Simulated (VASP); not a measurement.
These are PBEsol GGA, VASP's PBE PAW potentials (set 64) (plane waves; VASP) values and carry that method's errors.

A VASP calculation is set up with these files.

### INCAR
```
ISMEAR=0   ! Gaussian
EDIFFG=-0.02   ! ionic stop
SYSTEM=MgS
LASPH=T
LREAL=F
ISIF=3   ! ions, shape and volume
PSTRESS=450
IBRION=2   ! conjugate gradients
EDIFF=1E-6   ! SCF stop (eV)
SIGMA=0.05
ENCUT=500
LCHARG=F
PREC=Accurate
LWAVE=F
GGA=PS   ! PBEsol
NSW=40
NELM=100   ! most electronic steps
ALGO=Normal   ! blocked Davidson
```

**KPOINTS**
```
Automatic mesh
0
Gamma
10 10 10
0 0 0
```

### POSCAR
```
MgS
1.0
  0.0000000000   2.3387264797   2.3387264797
  2.3387264797   0.0000000000   2.3387264797
  2.3387264797   2.3387264797   0.0000000000
Mg S
1 1
Cartesian
  2.3387264797   2.3387264797   0.0000000000
  2.3387264797   2.3387264797   2.3387264797
```

POTCAR, in this order: Mg S (PBE.64 set). Program: vasp_std.

Output of the run:

OUTCAR:
```
 ion  position               nearest neighbor table
   1  0.000  0.000  0.000-   2 2.34   2 2.34   2 2.34   2 2.34   2 2.34   2 2.34
   2  0.500  0.500  0.500-   1 2.34   1 2.34   1 2.34   1 2.34   1 2.34   1 2.34
  LATTYP: Found a face centered cubic cell.
 ALAT       =     4.6774529594
 Subroutine PRICEL returns:
 Original cell was already a primitive cell.
 Subroutine GETGRP returns: Found 48 space group operations
The static configuration has the point symmetry O_h .
The dynamic configuration has the point symmetry O_h .
 Subroutine INISYM returns: Found 48 space group operations
 Subroutine IBZKPT returns following result:
 Found     47 irreducible k-points:

 Following reciprocal coordinates:
            Coordinates               Weight
  0.000000  0.000000  0.000000      1.000000
  0.100000  0.000000  0.000000      8.000000
  0.200000  0.000000  0.000000      8.000000
  0.300000  0.000000  0.000000      8.000000
  0.400000  0.000000  0.000000      8.000000
  0.500000  0.000000  0.000000      4.000000
  0.100000  0.100000  0.000000      6.000000
  0.200000  0.100000  0.000000     24.000000
  0.300000  0.100000  0.000000     24.000000
  0.400000  0.100000  0.000000     24.000000
  0.500000  0.100000  0.000000     24.000000
 -0.400000  0.100000  0.000000     24.000000
 -0.300000  0.100000  0.000000     24.000000
 -0.200000  0.100000  0.000000     24.000000
 -0.100000  0.100000  0.000000     12.000000
  0.200000  0.200000  0.000000      6.000000
  0.300000  0.200000  0.000000     24.000000
  0.400000  0.200000  0.000000     24.000000
  0.500000  0.200000  0.000000     24.000000
 -0.400000  0.200000  0.000000     24.000000
 -0.300000  0.200000  0.000000     24.000000
 -0.200000  0.200000  0.000000     12.000000
  0.300000  0.300000  0.000000      6.000000
  0.400000  0.300000  0.000000     24.000000
  0.500000  0.300000  0.000000     24.000000
 -0.400000  0.300000  0.000000     24.000000
 -0.300000  0.300000  0.000000     12.000000
  0.400000  0.400000  0.000000      6.000000
  0.500000  0.400000  0.000000     24.000000
 -0.400000  0.400000  0.000000     12.000000
  0.500000  0.500000  0.000000      3.000000
  0.300000  0.200000  0.100000     24.000000
  0.400000  0.200000  0.100000     48.000000
  0.500000  0.200000  0.100000     48.000000
 -0.400000  0.200000  0.100000     24.000000
  0.400000  0.300000  0.100000     24.000000
  0.500000  0.300000  0.100000     48.000000
 -0.400000  0.300000  0.100000     48.000000
 -0.300000  0.300000  0.100000     48.000000
 -0.200000  0.300000  0.100000     24.000000
   k-points           NKPTS =     47   k-points in BZ     NKDIM =     47   number of bands    NBANDS=      8
   number of dos      NEDOS =    301   number of ions     NIONS =      2
   total plane-waves  NPLWV =  13824
   dimension x,y,z NGX =    24 NGY =   24 NGZ =   24
   dimension x,y,z NGXF=    48 NGYF=   48 NGZF=   48
   ions per type =               1   1
   PREC   = accura    normal or accurate (medium, high low for compatibility)
   ISTART =      0    job   : 0-new  1-cont  2-samecut
   ICHARG =      2    charge: 1-file 2-atom 10-const
   ISPIN  =      1    spin polarized calculation?
   LNONCOLLINEAR =      F non collinear calculations
   LSORBIT =      F    spin-orbit coupling
   INIWAV =      1    electr: 0-lowe 1-rand  2-diag
   ENCUT  =  500.0 eV  36.75 Ry    6.06 a.u.   6.03  6.03  6.03*2*pi/ulx,y,z
   NELM   =    100;   NELMIN=  2; NELMDL= -5     # of ELM steps
   EDIFF  = 0.1E-05   stopping-criterion for ELM
   LREAL  =      F    real-space projection
   NLSPLINE    = F    spline interpolate recip. space projectors
   LMAXMIX     =    2 max onsite mixed and CHGCAR
...
```

File OSZICAR:
```
       N       E                     dE             d eps       ncg     rms          rms(c)
DAV:   1     0.238724550076E+02    0.23872E+02   -0.40438E+03   840   0.832E+02
DAV:   2    -0.777574922814E+01   -0.31648E+02   -0.30341E+02  1016   0.116E+02
DAV:   3    -0.842716602505E+01   -0.65142E+00   -0.65142E+00   992   0.226E+01
DAV:   4    -0.842915606487E+01   -0.19900E-02   -0.19900E-02  1184   0.133E+00
DAV:   5    -0.842915788088E+01   -0.18160E-05   -0.18160E-05   992   0.285E-02    0.612E+00
DAV:   6    -0.813876955504E+01    0.29039E+00   -0.56976E-01   784   0.416E+00    0.469E+00
DAV:   7    -0.808791334152E+01    0.50856E-01   -0.23044E-01   864   0.272E+00    0.252E+00
DAV:   8    -0.808594204178E+01    0.19713E-02   -0.62678E-03   944   0.615E-01    0.679E-01
DAV:   9    -0.808588954483E+01    0.52497E-04   -0.11471E-04  1032   0.103E-01    0.155E-01
DAV:  10    -0.808589191378E+01   -0.23690E-05   -0.10156E-05  1024   0.244E-02    0.241E-02
DAV:  11    -0.808589184726E+01    0.66521E-07   -0.61487E-07   632   0.516E-03
   1 F= -.90017292E+00 E0= -.90017292E+00  d E =-.900173E+00
```

### OUTCAR
```
------------------------ aborting loop because EDIFF is reached ----------------------------------------
  FORCE on cell =-STRESS in cart. coord.  units (eV):
  Direction    XX          YY          ZZ          XY          YZ          ZX
  --------------------------------------------------------------------------------------
  Total        7.1764578      7.1764578      7.1764578      0.0000000     -0.0000000      0.0000000
  in kB      449.4200315    449.4200315    449.4200315      0.0000000     -0.0000000      0.0000000
  external PRESSURE =      -0.5799685 kB  Pullay stress =     450.0000000 kB
  volume of cell :       25.58
      direct lattice vectors                 reciprocal lattice vectors
     0.000000000  2.338726480  2.338726480    -0.213791567  0.213791567  0.213791567
     2.338726480  0.000000000  2.338726480     0.213791567 -0.213791567  0.213791567
     2.338726480  2.338726480  0.000000000     0.213791567  0.213791567 -0.213791567
 POSITION                                       TOTAL-FORCE (eV/Angst)
 -----------------------------------------------------------------------------------
      0.00000      0.00000      0.00000         0.000000      0.000000      0.000000
      2.33873      2.33873      2.33873        -0.000000     -0.000000     -0.000000
 -----------------------------------------------------------------------------------
    total drift:                               -0.000000     -0.000000      0.000000
  FREE ENERGIE OF THE ION-ELECTRON SYSTEM (eV)
  ---------------------------------------------------
  free  energy   TOTEN  =        -8.0858918473 eV

  energy  without entropy=       -8.0858918473  energy(sigma->0) =       -8.08589185
  enthalpy is  TOTEN    =        -0.9001729181 eV   P V=        7.1857189292

 reached required accuracy - stopping structural energy minimisation
```
(Selected blocks of OUTCAR.)

The structure was generated: MgS was put into the rock salt type (Fm-3m), which need not be its known phase. It was relaxed first under an external pressure of 45 GPa.
